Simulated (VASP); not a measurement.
A convergence study with VASP on Bi (a7): one setting is varied, all else stays as given below, so the limit is that of these other settings. Each run relaxes cell and ions from the cell shown.

```xyz
2
Lattice="4.1658 -2.2750 0.0000 4.1658 2.2750 0.0000 2.9234 0.0000 3.7394" Properties=species:S:1:pos:R:3 pbc="T T T"
Bi     2.6337     0.0000     0.8750
Bi     8.6214     0.0000     2.8644
```

All values below come from PBE GGA, VASP's PBE PAW potentials (set 64) (plane waves; VASP). The tightest run used: 550 eV cut-off, 13×13×13 Γ-centred mesh, first-order Methfessel-Paxton smearing of 0.10 eV, potentials Bi_d.

```
setting     relaxed volume (Å³/atom)  E (eV/atom)  irreducible k-points
----------  ------------------------  -----------  --------------------
2×2×2 mesh                    49.288      -3.5264                     4
3×3×3 mesh                    36.479      -3.9649                     6
4×4×4 mesh                    37.024      -3.9147                    13
5×5×5 mesh                    36.595      -3.9070                    19
6×6×6 mesh                    36.940      -3.8979                    32
7×7×7 mesh                    36.572      -3.8966                    44
```

Problem. These are the cheaper rows. Estimate the results at 13×13×13 mesh, and how far the last row shown lies from them.

Solution. 
```json
[
 {"quantity": "relaxed volume (Å³/atom)", "tightest run": "36.770", "last row shown is off by": "-0.198"},
 {"quantity": "E (eV/atom)", "tightest run": "-3.8859", "last row shown is off by": "-0.0107"}
]
```

Left out are rungs that failed or repeat a setting and relaxations that didn't move; long series are thinned to 24 rows.

The compound is Bi in the a7 structure.
